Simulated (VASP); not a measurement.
Here is a VASP 6.6.1 calculation.

The input INCAR:

```
PREC = Normal
ENCUT = 520
EDIFF = 1E-4
ISMEAR = 0
SIGMA = 0.15
LREAL = False
LASPH = True
NELM = 60
ALGO = Fast
ISIF = 3
LWAVE = False
LCHARG = False
GGA = PE
IBRION = 2
NSW = 24
EDIFFG = -0.08
KPAR = 4
```

Contents of KPOINTS:

```
regular mesh
0
Gamma
  4 4 2
```

The input POSCAR:

```
AlB3P4
1.0
    3.4200000000      0.0000000000      0.0000000000
    0.0000000000      3.4200000000      0.0000000000
    0.0000000000      0.0000000000      9.6900000000
Al B P
1 3 4
Direct
    0.0000000000      0.0000000000      0.0000000000
    0.5000000000      0.5000000000      0.7300000000
    0.0000000000      0.0000000000      0.5000000000
    0.5000000000      0.5000000000      0.2700000000
    0.0000000000      0.5000000000      0.6150000000
    0.5000000000      0.0000000000      0.3850000000
    0.0000000000      0.5000000000      0.1450000000
    0.5000000000      0.0000000000      0.8550000000
```

Potentials or basis: VASP PAW PBE potentials, release 64 (Al, B, P).

Run with:

```console
$ cat potpaw_PBE.64/Al/POTCAR potpaw_PBE.64/B/POTCAR potpaw_PBE.64/P/POTCAR > POTCAR
$ mpirun -np 4 vasp_std > vasp.out
```

(1) Predict the band gap on the k mesh.

(2) Predict the relaxed cell.

(3) What does it give for the relaxed volume?

(4) What does it give for the space group after relaxing (to 0.05 Å)?

## Answers

(1) 0.49 eV, indirect (least direct gap 0.57 eV).

(2) a = 3.357 Å, b = 3.357 Å, c = 9.788 Å, α = 90.00°, β = 90.00°, γ = 90.00°.

(3) 13.79 Å³/atom.

(4) P-4m2 (No. 115).

Caveat: the k mesh is coarse (spacing up to 0.46 Å⁻¹), so the values aren't converged.
